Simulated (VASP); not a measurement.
# FeGe: cell size against the level of theory, part 3 of 4

Which functional gives the lattice of FeGe as experiment finds it, and is a dearer one worth its cost? The start is a cell from a database of measured crystal structures.

VASP 6.6.1, plane waves and PAW; the level of theory is named at each step.

Still holding for the runs below: The magnetic state follows from one typed start and may not be the lowest. The k-mesh is coarse for a metal.

So far. Step 3 (Relaxation with PBEsol): It ends at 12.16 Å³/atom, -5.6 % from the start, with -0.01 GPa left. The conventional cell has a = 4.599 Å. The largest moment is 1.10 μB. Step 4 (Relaxation with PBE): It ends at 12.70 Å³/atom, -1.4 % from the start, with -0.01 GPa left. The conventional cell has a = 4.667 Å. Against its usual tendency, PBE gives a cell smaller than the listed one. The largest moment is 1.17 μB.

The database entry behind the starting cell differs from later determinations by our own check (about 0.2 % short), so it need not match the best structure at ambient conditions.

## Step 5: Relaxation with r2SCAN

This step: r2SCAN, spin-polarised from a ferromagnetic start; plane waves and PAW (Fe, Ge_d) (VASP 6.6.1).

r2SCAN adds the kinetic-energy density, costs more than a GGA and is run with LASPH.

Input file INCAR:

```
SYSTEM = FeGe
PREC = Accurate
ENCUT = 520
EDIFF = 1E-06
NELM = 100
ISMEAR = -1
SIGMA = 0.05
LREAL = .FALSE.
ALGO = Normal
METAGGA = R2SCAN
LASPH = .TRUE.
NBANDS = 65
ISPIN = 2
MAGMOM = 3 3 3 3 0 0 0 0
LMAXMIX = 4
LORBIT = 11
LWAVE = .FALSE.
LCHARG = .FALSE.
KPAR = 8
IBRION = 2
NSW = 60
ISIF = 3
EDIFFG = -0.01
```

Input file POSCAR:

```
FeGe
1.0
    4.6890000000      0.0000000000      0.0000000000
    0.0000000000      4.6890000000      0.0000000000
    0.0000000000      0.0000000000      4.6890000000
Fe Ge
4 4
Direct
    0.1350000000      0.1350000000      0.1350000000
    0.3650000000      0.8650000000      0.6350000000
    0.6350000000      0.3650000000      0.8650000000
    0.8650000000      0.6350000000      0.3650000000
    0.8420000000      0.8420000000      0.8420000000
    0.6580000000      0.1580000000      0.3420000000
    0.3420000000      0.6580000000      0.1580000000
    0.1580000000      0.3420000000      0.6580000000
```

Input file KPOINTS:

```
Automatic mesh
0
Gamma
5 5 5
0 0 0
```

Potentials, in the order of the species: Fe and Ge_d (PBE family, release 64).

The run is started by

```
mpirun -np 8 vasp_std
```

The log of the run:

```text
[banner, memory and clock lines left out]
running    8 mpi-ranks, on    1 nodes
[...]
[... a notice as in an earlier step ...]

 [... a notice as in an earlier step ...]

 LDA part: xc-table for (None), standard interpolation
 POSCAR, INCAR and KPOINTS ok, starting setup
[...]
entering main loop
       N       E                     dE             d eps       ncg     rms          rms(c)
DAV:   1     0.944811355365E+03    0.94481E+03   -0.35388E+04  3605   0.375E+03
DAV:   2     0.952684525029E+02   -0.84954E+03   -0.78057E+03  2860   0.897E+02
DAV:   3    -0.107372222587E+03   -0.20264E+03   -0.18832E+03  2869   0.249E+02
DAV:   4    -0.124962637682E+03   -0.17590E+02   -0.17258E+02  3205   0.834E+01
[...]
DAV:  18    -0.112088424180E+03   -0.13804E-05   -0.37507E-06  2584   0.140E-02    0.412E-03
DAV:  19    -0.112088425290E+03   -0.11099E-05   -0.21898E-07  1579   0.502E-03    0.186E-03
DAV:  20    -0.112088425829E+03   -0.53857E-06   -0.13496E-07  1566   0.233E-03
   1 F= -.11208843E+03 E0= -.11206606E+03  d E =-.112088E+03  mag=     7.4768
[... from here on, the cycles between the ionic steps are left out ...]
   2 F= -.11210554E+03 E0= -.11208707E+03  d E =-.171141E-01  mag=     7.9066
   3 F= -.11210652E+03 E0= -.11208891E+03  d E =-.180969E-01  mag=     7.9811
   4 F= -.11210652E+03 E0= -.11208901E+03  d E =-.180948E-01  mag=     7.9896
   5 F= -.11210772E+03 E0= -.11208996E+03  d E =-.120269E-02  mag=     7.9518
   6 F= -.11210774E+03 E0= -.11208995E+03  d E =-.121686E-02  mag=     7.9485
   7 F= -.11210773E+03 E0= -.11208996E+03  d E =-.120871E-02  mag=     7.9502
[...]
reached required accuracy - stopping structural energy minimisation
```

Run time: 3.3 min. Hardware: 8 MPI ranks of Intel Xeon 6975P-C (Granite Rapids), shared host; peak memory 3.1 GiB; 25 min of CPU time.

Parts of OUTCAR (step 5):

```text
  Total       -0.0320834     -0.0320834     -0.0320834      0.0000000      0.0000000     -0.0000000
  in kB       -0.4898402     -0.4898402     -0.4898402      0.0000000      0.0000000     -0.0000000
  external PRESSURE =      -0.4898402 kB  Pullay stress =       0.0000000 kB

 POSITION                                       TOTAL-FORCE (eV/Angst)
 -----------------------------------------------------------------------------------
      0.63485      0.63485      0.63485         0.003476      0.003476      0.003476
      1.72354      4.08193      2.99324        -0.003476     -0.003476      0.003476
      2.99324      1.72354      4.08193         0.003476     -0.003476     -0.003476
      4.08193      2.99324      1.72354        -0.003476      0.003476     -0.003476
      3.98346      3.98346      3.98346         0.005625      0.005625      0.005625
      3.09171      0.73332      1.62507        -0.005625     -0.005625      0.005625
      1.62507      3.09171      0.73332         0.005625     -0.005625     -0.005625
      0.73332      1.62507      3.09171        -0.005625      0.005625     -0.005625
 -----------------------------------------------------------------------------------
    total drift:                                0.000001      0.000001     -0.000000

  FREE ENERGIE OF THE ION-ELECTRON SYSTEM (eV)
  ---------------------------------------------------
  free  energy   TOTEN  =      -112.1077293805 eV

  energy  without entropy=     -112.0721843544  energy(sigma->0) =     -112.08995687

 magnetization (x)
# of ion       s       p       d       tot
------------------------------------------
    1        0.008  -0.013   2.234   2.229
    2        0.008  -0.013   2.234   2.229
    3        0.008  -0.013   2.234   2.229
    4        0.008  -0.013   2.234   2.229
    5        0.002  -0.121  -0.016  -0.134
    6        0.002  -0.121  -0.016  -0.134
    7        0.002  -0.121  -0.016  -0.134
    8        0.002  -0.121  -0.016  -0.134
--------------------------------------------------
tot          0.042  -0.535   8.871   8.377

[... 2 parts as in an earlier step ...]

[... 2 further parts left out ...]
[key lines of the parts left out:]
E-fermi :   8.1217
```

SCAN-type functionals tend to overstate the moments of itinerant magnets.

Relaxation path:

```csv
step,energy less that of the first step (eV),largest force (eV/Å),pressure (GPa),volume (Å³)
1,0.0000,0.2523,1.37,103.10
2,-0.0171,0.1119,0.10,104.75
3,-0.0181,0.0738,-0.29,105.21
4,-0.0181,0.0689,-0.34,105.26
5,-0.0193,0.0115,-0.01,104.95
6,-0.0193,0.0075,0.15,104.92
7,-0.0193,0.0097,-0.05,104.94
```

```csv
"conventional cell, symmetrised",before,after,change
a (Å),4.689,4.717,+0.6 %
b (Å),4.689,4.717,+0.6 %
c (Å),4.689,4.717,+0.6 %
volume (Å³/atom),12.89,13.12,+1.8 %
```

The atoms that moved most (Å, as changes of fractional coordinates times the final cell):

```csv
atom,dx,dy,dz,length
Ge5,0.012,0.012,0.012,0.021
Ge8,-0.012,0.012,-0.012,0.021
Ge6,-0.012,-0.012,0.012,0.021
Ge7,0.012,-0.012,-0.012,0.021
```

Final coordinates:

```xyz
8
Lattice="4.7168 0.0000 0.0000 0.0000 4.7168 0.0000 0.0000 0.0000 4.7168" Properties=species:S:1:pos:R:3 pbc="T T T"
Fe    0.6348    0.6348    0.6348
Fe    1.7235    4.0819    2.9932
Fe    2.9932    1.7235    4.0819
Fe    4.0819    2.9932    1.7235
Ge    3.9835    3.9835    3.9835
Ge    3.0917    0.7333    1.6251
Ge    1.6251    3.0917    0.7333
Ge    0.7333    1.6251    3.0917
```

Spin moment in the PAW sphere by atom:

```csv
atom,spin moment in the PAW sphere (μB)
Fe1,2.23
Fe2,2.23
Fe3,2.23
Fe4,2.23
Ge5,-0.13
Ge6,-0.13
Ge7,-0.13
Ge8,-0.13
```

It ends at 13.12 Å³/atom, +1.8 % from the start, with -0.05 GPa left. The conventional cell has a = 4.717 Å. The largest moment is 2.23 μB.

## Step 6: Relaxation with PBE + D3(BJ)

This step: PBE with D3(BJ), spin-polarised from a ferromagnetic start; plane waves and PAW (Fe, Ge_d) (VASP 6.6.1).

A dispersion term adds the long-range attraction that semilocal functionals lack. D3 with Becke-Johnson damping keeps a finite attraction at short range.

Edit INCAR of step 5 so:

```diff
@@ -9,4 +9,4 @@
 ALGO = Normal
-METAGGA = R2SCAN
-LASPH = .TRUE.
+GGA = PE
+IVDW = 12
 NBANDS = 65
@@ -14,2 +14,3 @@
 MAGMOM = 3 3 3 3 0 0 0 0
+LASPH = .TRUE.
 LMAXMIX = 4
```

POSCAR is that of step 5.

KPOINTS is that of step 5.

The run is started by

```
mpirun -np 8 vasp_std
```

The log of the run:

```text
[... set-up lines as in an earlier step ...]
 entering main loop
       N       E                     dE             d eps       ncg     rms          rms(c)
[... 15 cycles as in an earlier step ...]
   1 F= -.55110951E+02 E0= -.55082310E+02  d E =-.551110E+02  mag=     4.2801
[... from here on, the cycles between the ionic steps are left out ...]
   2 F= -.55098021E+02 E0= -.55070558E+02  d E =0.129306E-01  mag=     3.9332
   3 F= -.55227425E+02 E0= -.55200751E+02  d E =-.116474E+00  mag=     4.1282
   4 F= -.55227445E+02 E0= -.55200785E+02  d E =-.116493E+00  mag=     4.1254
   5 F= -.55229797E+02 E0= -.55203164E+02  d E =-.235239E-02  mag=     4.1259
   6 F= -.55231205E+02 E0= -.55204615E+02  d E =-.376042E-02  mag=     4.1266
   7 F= -.55231292E+02 E0= -.55204716E+02  d E =-.384731E-02  mag=     4.1267
   8 F= -.55231267E+02 E0= -.55204703E+02  d E =0.245393E-04  mag=     4.1341
   9 F= -.55231346E+02 E0= -.55204775E+02  d E =-.536562E-04  mag=     4.1294
  10 F= -.55231389E+02 E0= -.55204871E+02  d E =-.432200E-04  mag=     4.1305
  11 F= -.55231394E+02 E0= -.55204862E+02  d E =-.489694E-04  mag=     4.1302
[...]
reached required accuracy - stopping structural energy minimisation
```

Elapsed: 1.8 min, on 8 MPI ranks; peak memory 3 GiB; 14 min of CPU time.

Parts of OUTCAR (step 6):

```text
 Edisp (eV)   -3.44518

 Edisp (eV)   -3.44489

  Total      -0.04906    -0.04906    -0.04906     0.00000     0.00000     0.00000
  in kB      -0.79964    -0.79964    -0.79964     0.00000     0.00000     0.00000
  external pressure =       -0.80 kB  Pullay stress =        0.00 kB

 POSITION                                       TOTAL-FORCE (eV/Angst)
 -----------------------------------------------------------------------------------
      0.63084      0.63084      0.63084         0.000863      0.000863      0.000863
      1.67668      3.98419      2.93835        -0.000863     -0.000863      0.000863
      2.93835      1.67668      3.98419         0.000863     -0.000863     -0.000863
      3.98419      2.93835      1.67668        -0.000863      0.000863     -0.000863
      3.88688      3.88688      3.88688         0.000562      0.000562      0.000562
      3.03567      0.72815      1.57936        -0.000562     -0.000562      0.000562
      1.57936      3.03567      0.72815         0.000562     -0.000562     -0.000562
      0.72815      1.57936      3.03567        -0.000562      0.000562     -0.000562
 -----------------------------------------------------------------------------------
    total drift:                                0.000000      0.000000      0.000000

  FREE ENERGIE OF THE ION-ELECTRON SYSTEM (eV)
  ---------------------------------------------------
  free  energy   TOTEN  =       -55.2313944896 eV

  energy  without entropy=      -55.1783303142  energy(sigma->0) =      -55.20486240

 magnetization (x)
# of ion       s       p       d       tot
------------------------------------------
    1       -0.000  -0.004   1.137   1.134
    2       -0.000  -0.004   1.137   1.134
    3       -0.000  -0.004   1.137   1.134
    4       -0.000  -0.004   1.137   1.134
    5       -0.011  -0.057  -0.005  -0.074
    6       -0.011  -0.057  -0.005  -0.074
    7       -0.011  -0.057  -0.005  -0.074
    8       -0.011  -0.057  -0.005  -0.074
--------------------------------------------------
tot         -0.047  -0.243   4.530   4.240

[... 2 parts as in an earlier step ...]

[... 2 further parts left out ...]
[key lines of the parts left out:]
E-fermi :   8.5530
```

Dispersion corrections of this kind ignore metallic screening and tend to overbind metals.

It ends at 12.29 Å³/atom, -4.7 % from the start, with -0.08 GPa left. The conventional cell has a = 4.615 Å. The largest moment is 1.13 μB. Against plain PBE, the dispersion term moves a by -1.1 %.

## Step 7: Relaxation with r2SCAN + rVV10

This step: r2SCAN with rVV10, spin-polarised from a ferromagnetic start; plane waves and PAW (Fe, Ge_d) (VASP 6.6.1).

LUSE_VDW switches on a nonlocal correlation term for dispersion.

Edit INCAR of step 6 so:

```diff
@@ -9,4 +9,8 @@
 ALGO = Normal
-GGA = PE
-IVDW = 12
+METAGGA = R2SCAN
+LUSE_VDW = .TRUE.
+IVDW_NL = 2
+BPARAM = 11.95
+CPARAM = 0.0093
+LASPH = .TRUE.
 NBANDS = 65
@@ -14,3 +18,2 @@
 MAGMOM = 3 3 3 3 0 0 0 0
-LASPH = .TRUE.
 LMAXMIX = 4
```

POSCAR is that of step 6.

KPOINTS is that of step 6.

The run is started by

```
mpirun -np 8 vasp_std
```

The log of the run:

```text
[banner, memory and clock lines left out]
running    8 mpi-ranks, on    1 nodes
[...]
[... a notice as in an earlier step ...]

|                                                                             |
|               ----> ADVICE to this user running VASP <----                  |
|                                                                             |
|     You have switched on vdW-DFT.                                           |
|     This routine was written and supplied by Jiri Klimes. We recommend      |
|     that you carefully read and cite the following publications:            |
|       J. Klimes, D.R. Bowler, A. Michelides                                 |
|          J. Phys.: Cond Matt. 22 022201 (2010)                              |
|       J. Klimes, D.R. Bowler, A. Michelides                                 |
|          Phys. Rev. B. 83, 195131 (2011)                                    |
|     and references therein.                                                 |
[...]
Total rVV10 correction in eV:      2.0888856    97.1010841
Total rVV10 correction in eV:      2.0888856    97.1010841
Total rVV10 correction in eV:      2.0888856    97.1010841
Total rVV10 correction in eV:      2.0888856    97.1010841
Total rVV10 correction in eV:      2.0888856    97.1010841
Total rVV10 correction in eV:      2.0888887    97.1010841
Total rVV10 correction in eV:      2.0888887    97.1010841
Total rVV10 correction in eV:      2.0888887    97.1010841
Total rVV10 correction in eV:      2.0888887    97.1010841
Total rVV10 correction in eV:      2.0888887    97.1010841
Total rVV10 correction in eV:      2.0888887    97.1010841
Total rVV10 correction in eV:      2.0888887    97.1010841
Total rVV10 correction in eV:      2.0888887    97.1010841
   1 F= -.10999886E+03 E0= -.10997658E+03  d E =-.109999E+03  mag=     7.4821
[... from here on, the cycles between the ionic steps are left out ...]
   2 F= -.11000756E+03 E0= -.10998568E+03  d E =-.870380E-02  mag=     7.4903
   3 F= -.11000888E+03 E0= -.10998719E+03  d E =-.100151E-01  mag=     7.4928
   4 F= -.11000932E+03 E0= -.10998821E+03  d E =-.444504E-03  mag=     7.5782
   5 F= -.11000933E+03 E0= -.10998843E+03  d E =-.454092E-03  mag=     7.6084
[...]
reached required accuracy - stopping structural energy minimisation
```

Wall time 5 min (8 MPI ranks); peak memory 4.6 GiB.

From OUTCAR (step 7):

```text
  Total       -0.0368324     -0.0368324     -0.0368324      0.0000000     -0.0000000      0.0000000
  in kB       -0.5718442     -0.5718442     -0.5718442      0.0000000     -0.0000000      0.0000000
  external PRESSURE =      -0.5718442 kB  Pullay stress =       0.0000000 kB

 POSITION                                       TOTAL-FORCE (eV/Angst)
 -----------------------------------------------------------------------------------
      0.63415      0.63415      0.63415         0.003905      0.003905      0.003905
      1.71111      4.05637      2.97941        -0.003905     -0.003905      0.003905
      2.97941      1.71111      4.05637         0.003905     -0.003905     -0.003905
      4.05637      2.97941      1.71111        -0.003905      0.003905     -0.003905
      3.96151      3.96151      3.96151        -0.000015     -0.000015     -0.000015
      3.07427      0.72901      1.61625         0.000015      0.000015     -0.000015
      1.61625      3.07427      0.72901        -0.000015      0.000015      0.000015
      0.72901      1.61625      3.07427         0.000015     -0.000015      0.000015
 -----------------------------------------------------------------------------------
    total drift:                                0.000001      0.000001     -0.000000

  FREE ENERGIE OF THE ION-ELECTRON SYSTEM (eV)
  ---------------------------------------------------
  free  energy   TOTEN  =      -110.0093298565 eV

  energy  without entropy=     -109.9675394775  energy(sigma->0) =     -109.98843467

 magnetization (x)
# of ion       s       p       d       tot
------------------------------------------
    1        0.007  -0.013   2.146   2.140
    2        0.007  -0.013   2.146   2.140
    3        0.007  -0.013   2.146   2.140
    4        0.007  -0.013   2.146   2.140
    5       -0.001  -0.119  -0.016  -0.135
    6       -0.001  -0.119  -0.016  -0.135
    7       -0.001  -0.119  -0.016  -0.135
    8       -0.001  -0.119  -0.016  -0.135
--------------------------------------------------
tot          0.025  -0.526   8.520   8.019

[... 2 parts as in an earlier step ...]

[... 2 further parts left out ...]
[key lines of the parts left out:]
E-fermi :   8.2881
```

Spin moment in the PAW sphere by atom:

```csv
atom,spin moment in the PAW sphere (μB)
Fe1,2.14
Fe2,2.14
Fe3,2.14
Fe4,2.14
Ge5,-0.14
Ge6,-0.14
Ge7,-0.14
Ge8,-0.14
```

It ends at 12.90 Å³/atom, +0.1 % from the start, with -0.06 GPa left. The conventional cell has a = 4.691 Å. The largest moment is 2.14 μB. Against plain r2SCAN, the dispersion term moves a by -0.6 %.

(Part 3 of 4 ends here.)

[Lines on the potential files, build, host, timing and source positions are cut from VASP's logs without a mark.]

[Logs are printed without paths, hosts, clocks, repeated set-up lines and the standing remarks that a program may print on its own settings, such as how far it seeks lower states.]

[Hosts, paths, dates, database ids (printed as entryN), source tags and the programs' standing remarks are cut or masked in the printed files.]

[A measured line is paired with the nearest computed mode of its activity, which favours agreement.]
